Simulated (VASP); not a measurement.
Runs of VASP 6.6.1 on Be. The structure is cubic, space group Fd-3m (No. 227). The conventional cell has a = 4.826 Å, b = 4.826 Å, c = 4.826 Å, α = 90.00°, β = 90.00°, γ = 90.00°. Be (site symmetry -43m) has 4 Be at 2.09 Å as nearest neighbours. This isn't the form of Be at room conditions, which is hcp.

| cell | k mesh | gap on the mesh (eV) | pressure (GPa) |
| --- | --- | --- | --- |
| Fd-3m, 14.05 Å³/atom | 18 × 18 × 18 | none | 0.1 |
| Fd-3m, 15.17 Å³/atom | 13 × 13 × 13 | none | (a) |
| Fd-3m, 12.36 Å³/atom | 13 × 13 × 13 | none | 7.7 |
| Fd-3m, 13.48 Å³/atom | 13 × 13 × 13 | none | 2.2 |

Alike in all rows: task single point; level LDA; potentials or basis VASP PAW LDA potentials, release 64 (Be); no spin polarisation; cutoff (eV) 520; smearing fermi-dirac 0.1 eV.

Task: Estimate the missing entries.

Result: (a) -3.1.

A gap of «none» marks a metal or a gap under the smearing width.
